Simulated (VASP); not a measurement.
An input for Ansatz (written as the equivalent of a VASP run, and not itself run):

Ansatz 0.2 input:
```yaml
crystal:
  lattice:
    - [3.0928380, 0.0000000, 0.0000000]
    - [-1.5464190, 2.6784760, 0.0000000]
    - [0.0000000, 0.0000000, 7.0855450]
  atoms:
    - { symbol: Zn, position: [0.7198000, 0.0000000, 0.6666670] }
    - { symbol: Zn, position: [0.0000000, 0.7198000, 0.3333330] }
    - { symbol: Zn, position: [0.2802000, 0.2802000, 0.0000000] }
    - { symbol: O, position: [0.4889000, 0.0000000, 0.1666670] }
    - { symbol: O, position: [0.0000000, 0.4889000, 0.8333330] }
    - { symbol: O, position: [0.5111000, 0.5111000, 0.5000000] }
kpoints:
  mp_grid: { grid: [6, 6, 3] }
hamiltonian:
  xc: pbe
  pseudopotentials: { kind: paw }
scf:
  occupations: { method: fermi_dirac, width: 0.136 }
  max_iter: 100
output: { forces: true, stress: true, eigenvalues: true }
```

### Question
Write the VASP files for the same calculation (PBE).

### Answer
Several could match; the one computed here: 
### POSCAR
```
ZnO
1
    3.0928380000     0.0000000000     0.0000000000
   -1.5464190000     2.6784760000     0.0000000000
    0.0000000000     0.0000000000     7.0855450000
Zn O
3 3
Direct
  0.7198000000   0.0000000000   0.6666670000
  0.0000000000   0.7198000000   0.3333330000
  0.2802000000   0.2802000000   0.0000000000
  0.4889000000   0.0000000000   0.1666670000
  0.0000000000   0.4889000000   0.8333330000
  0.5111000000   0.5111000000   0.5000000000
```

**KPOINTS**
```
Automatic mesh
0
Gamma
6 6 3
0 0 0
```

**INCAR**
```
NELM=100   ! most electronic steps
EDIFF=1E-6   ! SCF stop (eV)
SYSTEM=ZnO
SIGMA=0.136
LASPH=.TRUE.   ! aspherical one-centre terms
LWAVE=.FALSE.
PREC=Accurate
ALGO=Normal   ! blocked Davidson
LMAXMIX=4
ISMEAR=-1   ! Fermi-Dirac
ISIF=2
ENCUT=400
GGA=PE   ! PBE
LREAL=.FALSE.   ! projection in real space or not
LCHARG=.FALSE.
```

POTCAR, in this order: Zn O (PBE.64 set). Program: vasp_std.

The two are equivalent in intent, not identical: each code has its own PAW files, so the cut-off isn't converted (ENCUT is set for VASP's; basis.ecutwfc is left out, and Ansatz then takes the one that its files recommend); Ansatz stops its SCF on the density residual and VASP on the energy change (EDIFF).

The structure was generated: ZnO was put into an ordered model structure, which need not be its known phase. The cell was not relaxed at this level.
